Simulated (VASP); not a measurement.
An input for Ansatz (written as the equivalent of a VASP run, and not itself run):

Ansatz 0.2 input:
```yaml
crystal:
  lattice:
    - [0.0000000, 1.9703371, 1.9703371]
    - [1.9703371, 0.0000000, 1.9703371]
    - [1.9703371, 1.9703371, 0.0000000]
  atoms:
    - { symbol: Pd, position: [0.0000000, 0.0000000, 0.0000000] }
kpoints:
  mp_grid: { grid: [16, 16, 16] }
hamiltonian:
  xc: pbe
  pseudopotentials: { kind: paw }
scf:
  occupations: { method: methfessel_paxton, width: 0.1 }
  max_iter: 100
relax:
  max_steps: 40
  f_tol: 0.02
  cell: { p_target: 5 }
output: { forces: true, stress: true, eigenvalues: true }
```

Translate this input to VASP (INCAR, KPOINTS, POSCAR, choice of POTCAR).

One answer among several that fit: 
File KPOINTS:
```
Automatic mesh
0
G
  16 16 16
0 0 0
```

### POSCAR
```
Pd
1
    0.0000000000     1.9703371151     1.9703371151
    1.9703371151     0.0000000000     1.9703371151
    1.9703371151     1.9703371151     0.0000000000
Pd
1
Direct
  0.0000000000   0.0000000000   0.0000000000
```

### INCAR
```
# general
SYSTEM =Pd
PREC   =Accurate
ENCUT  =500
LREAL  =.FALSE.
LASPH  =.TRUE.

# electronic loop
EDIFF  =1E-6
NELM   =100
ALGO   =Normal
LMAXMIX=4

# smearing
ISMEAR =1
SIGMA  =0.1

# functional
GGA    =PE

# ions
IBRION =2
NSW    =40
ISIF   =3
EDIFFG =-0.02
PSTRESS=50

# output
LWAVE  =.FALSE.
LCHARG =.FALSE.
```

POTCAR, in this order: Pd (PBE.64 set). Program: vasp_std.

What does not carry over: each code has its own PAW files, so the cut-off isn't converted (ENCUT is set for VASP's; basis.ecutwfc is left out, and Ansatz then takes the one that its files recommend); Ansatz stops its SCF on the density residual and VASP on the energy change (EDIFF).

The compound is Pd in the fcc structure. This run relaxes it under an external pressure of 5 GPa. Symmetry was kept, so distortions that lower it aren't found.
